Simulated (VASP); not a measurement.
Here is the system:

```
WSi2
1.0
    4.58192     0.00000     0.00000
   -2.29096     3.96806     0.00000
    0.00000     0.00000     6.60824
W Si
3 6
Direct
  0.50000   0.00000   0.00000
  0.50000   0.50000   0.33333
  0.00000   0.50000   0.66667
  0.16359   0.32718   0.00000
  0.83641   0.16359   0.33333
  0.67282   0.83641   0.66667
  0.83641   0.67282   0.00000
  0.16359   0.83641   0.33333
  0.32718   0.16359   0.66667
```

Method: r2SCAN meta-GGA, VASP's PBE PAW potentials (set 64) (plane waves; VASP 6.6.1). Settings: 400 eV cut-off, 6×6×4 Γ-centred mesh, tetrahedra with Blöchl corrections, potentials W_sv Si.

Unless said otherwise, spin-orbit coupling is left out, though it shifts the bands of the heavy elements here.

Give the energies of bands 25 to 38 at the high-symmetry points, in eV from the valence-band maximum.

| band | Γ | M | K | A | L | H |
|---|---|---|---|---|---|---|
| 25 | -4.30 | -4.39 | -3.48 | -4.36 | -3.85 | -3.88 |
| 26 | -4.30 | -3.88 | -3.48 | -4.04 | -3.77 | -3.88 |
| 27 | -3.72 | -3.69 | -3.41 | -4.04 | -3.53 | -3.76 |
| 28 | -3.72 | -3.46 | -3.22 | -3.93 | -3.46 | -3.72 |
| 29 | -3.62 | -2.56 | -3.22 | -2.97 | -3.45 | -2.03 |
| 30 | -3.62 | -2.44 | -2.90 | -2.97 | -3.15 | -2.03 |
| 31 | -3.26 | -1.74 | -1.25 | -2.85 | -2.21 | -1.66 |
| 32 | -2.81 | -1.25 | -1.25 | -0.78 | -1.31 | -1.66 |
| 33 | -1.00 | -0.70 | -0.86 | -0.78 | 0.00 | -0.65 |
| 34 | 2.44 | 0.13 | 1.01 | 2.04 | 0.84 | 0.65 |
| 35 | 2.44 | 0.97 | 1.25 | 2.37 | 1.22 | 0.65 |
| 36 | 2.60 | 1.07 | 1.25 | 2.37 | 1.46 | 1.00 |
| 37 | 2.79 | 1.18 | 1.46 | 2.54 | 1.71 | 1.89 |
| 38 | 2.88 | 2.15 | 1.46 | 2.58 | 1.99 | 1.89 |

The gap is indirect, 0.13 eV, from the valence maximum at L to the conduction minimum at M.

The structure was generated: Si2W was put into the CrSi2 type (P6_222), which need not be its known phase. It was relaxed first.
